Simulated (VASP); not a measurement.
Here is a VASP 6.6.1 calculation.

The input INCAR:

```
PREC = Accurate ; ENCUT = 580
EDIFF = 1E-7 ; ISMEAR = 0
SIGMA = 0.1 ; LREAL = False
LASPH = True ; NELM = 100
ALGO = Fast ; ISIF = 3
LWAVE = False ; LCHARG = False
GGA = PS ; IBRION = 2
NSW = 90 ; EDIFFG = -0.005
```

KPOINTS

```
Automatic mesh
0
Gamma
  18 18 18
```

File POSCAR:

```
Al
1.0
    0.0000000000      2.0248050000      2.0248050000
    2.0248050000      0.0000000000      2.0248050000
    2.0248050000      2.0248050000      0.0000000000
Al
1
Direct
    0.0000000000      0.0000000000      0.0000000000
```

Potentials or basis: VASP PAW PBE potentials, release 64 (Al).

Run with:

```bash
$ cat potpaw_PBE.64/Al/POTCAR > POTCAR
$ mpirun -np 1 vasp_std > vasp.out
```

Task: Estimate the relaxed volume.

Result: 16.19 Å³/atom.

Task: Estimate the relaxed cell.

Result: a = 2.840 Å, b = 2.840 Å, c = 2.840 Å, α = 60.00°, β = 60.00°, γ = 60.00°.

Step by step:
| step | energy change (eV) | largest force (eV/Å) | pressure (GPa) | volume (Å³) |
| --- | --- | --- | --- | --- |
| 1 | 0.0000 | 0.0000 | -1.90 | 16.60 |
| 2 | -0.0024 | 0.0000 | 0.31 | 16.13 |
| 3 | -0.0025 | 0.0000 | 0.00 | 16.19 |

Caveat: the PAW data sets were made with another functional, which shifts forces and pressure a little.
